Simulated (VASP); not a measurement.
Here is the system:

```
CELL_PARAMETERS angstrom
      2.55632    -1.58403     0.00000
      2.55632     1.58403     0.00000
     -0.56211     0.00000     6.59771
ATOMIC_POSITIONS crystal
  F  0.59583 0.91533 0.59796
  F  0.40417 0.08467 0.40204
  F  0.08467 0.40417 0.90204
  F  0.91533 0.59583 0.09796
```

The numbers are results of PBEsol GGA, VASP's PBE PAW potentials (set 64) (plane waves; VASP 6.6.1), not measurements. Settings: 400 eV cut-off, 10×10×4 Γ-centred mesh, Gaussian smearing of 0.010 eV, potentials F.

At this cut-off the stress carries a Pulay error, which pulls relaxed volumes low. Energy and stress use the plane-wave basis of the starting cell.

Question: The ions, cell shape and volume are relaxed. Which structure does the run end with?

Answer: 
```
CELL_PARAMETERS angstrom
      2.37371    -1.48106     0.00555
      2.37371     1.48106     0.00555
     -0.50693     0.00000     6.27984
ATOMIC_POSITIONS crystal
  F  0.60284 0.90627 0.60305
  F  0.39716 0.09373 0.39695
  F  0.09373 0.39716 0.89695
  F  0.90627 0.60284 0.10305
```
Space group C2/c (15), at a tolerance of 0.03 Å.

Question: How do energy and volume change from the first to the last step?

Answer: The energy (σ→0) changes by -103.5 meV/atom and the volume by -17.3 %, in 21 ionic steps.

The structure comes from a computed database's F2 entry; how it stands against other phases isn't given here. This run relaxes it. Symmetry was kept, so distortions that lower it aren't found. The run is one of a series of settings (EDIFFG = -0.01, IBRION = 2, ISIF = 3, NSW = 50 against the base run), some of them coarse on purpose.
